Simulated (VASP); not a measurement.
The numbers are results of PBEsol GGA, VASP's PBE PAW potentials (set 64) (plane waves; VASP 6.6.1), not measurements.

VASP input:

**INCAR**
```
ISIF=3   # ions, shape and volume
LREAL=.FALSE.   # projection in real space or not
PREC=Accurate
IBRION=2
SIGMA=0.1   # width (eV)
EDIFFG=-0.02   # ionic stop
PSTRESS=100
LMAXMIX=4   # l cut-off of mixed one-centre charges
ENCUT=500
LCHARG=.FALSE.
LASPH=.TRUE.   # aspherical one-centre terms
SYSTEM=Pd
ALGO=Normal   # blocked Davidson
NELM=100
EDIFF=1E-6   # SCF stop (eV)
GGA=PS   # PBEsol
ISMEAR=1
NSW=40
LWAVE=.FALSE.
```

**POSCAR**
```
Pd
1.0
  0.0000000000   1.9092854981   1.9092854981
  1.9092854981   0.0000000000   1.9092854981
  1.9092854981   1.9092854981   0.0000000000
Pd
1
Cartesian
  0.0000000000   0.0000000000   0.0000000000
```

**KPOINTS**
```
Automatic mesh
0
Gamma
16 16 16
0 0 0
```

POTCAR, in this order: Pd (PBE.64 set). Program: vasp_std.

Output

OSZICAR:
```
       N       E                     dE             d eps       ncg     rms          rms(c)
DAV:   1     0.369318820613E+02    0.36932E+02   -0.52312E+03  2642   0.102E+03
DAV:   2    -0.596815070688E+01   -0.42900E+02   -0.41630E+02  2799   0.192E+02
DAV:   3    -0.633116247374E+01   -0.36301E+00   -0.36124E+00  3016   0.206E+01
DAV:   4    -0.633310746603E+01   -0.19450E-02   -0.19446E-02  3077   0.141E+00
DAV:   5    -0.633312974096E+01   -0.22275E-04   -0.22274E-04  3048   0.126E-01    0.980E+00
DAV:   6    -0.596374506571E+01    0.36938E+00   -0.15820E+00  2679   0.121E+01    0.447E+00
DAV:   7    -0.594668151776E+01    0.17064E-01   -0.17335E-02  3022   0.117E+00    0.227E+00
DAV:   8    -0.594110190287E+01    0.55796E-02   -0.16404E-03  2892   0.403E-01    0.102E-01
DAV:   9    -0.594109545975E+01    0.64431E-05   -0.23290E-05  3566   0.530E-02    0.172E-02
DAV:  10    -0.594109993974E+01   -0.44800E-05   -0.18945E-06  2933   0.134E-02    0.434E-03
DAV:  11    -0.594109976682E+01    0.17292E-06   -0.40695E-08  1415   0.173E-03
   1 F= -.50722753E+01 E0= -.50723319E+01  d E =-.507228E+01
```

File OUTCAR:
```
------------------------ aborting loop because EDIFF is reached ----------------------------------------
  FORCE on cell =-STRESS in cart. coord.  units (eV):
  Direction    XX          YY          ZZ          XY          YZ          ZX
  --------------------------------------------------------------------------------------
  Total        0.8638938      0.8638938      0.8638938      0.0000000     -0.0000000      0.0000000
  in kB       99.4324967     99.4324967     99.4324967      0.0000000     -0.0000000      0.0000000
  external PRESSURE =      -0.5675033 kB  Pullay stress =     100.0000000 kB
  volume of cell :       13.92
      direct lattice vectors                 reciprocal lattice vectors
     0.000000000  1.909285498  1.909285498    -0.261878069  0.261878069  0.261878069
     1.909285498  0.000000000  1.909285498     0.261878069 -0.261878069  0.261878069
     1.909285498  1.909285498  0.000000000     0.261878069  0.261878069 -0.261878069
 POSITION                                       TOTAL-FORCE (eV/Angst)
 -----------------------------------------------------------------------------------
      0.00000      0.00000      0.00000        -0.000000     -0.000000     -0.000000
 -----------------------------------------------------------------------------------
    total drift:                               -0.000000     -0.000000     -0.000000
  FREE ENERGIE OF THE ION-ELECTRON SYSTEM (eV)
  ---------------------------------------------------
  free  energy   TOTEN  =        -5.9410997668 eV

  energy  without entropy=       -5.9412695246  energy(sigma->0) =       -5.94115635
  enthalpy is  TOTEN    =        -5.0722753151 eV   P V=        0.8688244518

 reached required accuracy - stopping structural energy minimisation
```
(Selected blocks of OUTCAR.)

The compound is Pd in the fcc structure. It was relaxed first under an external pressure of 10 GPa.
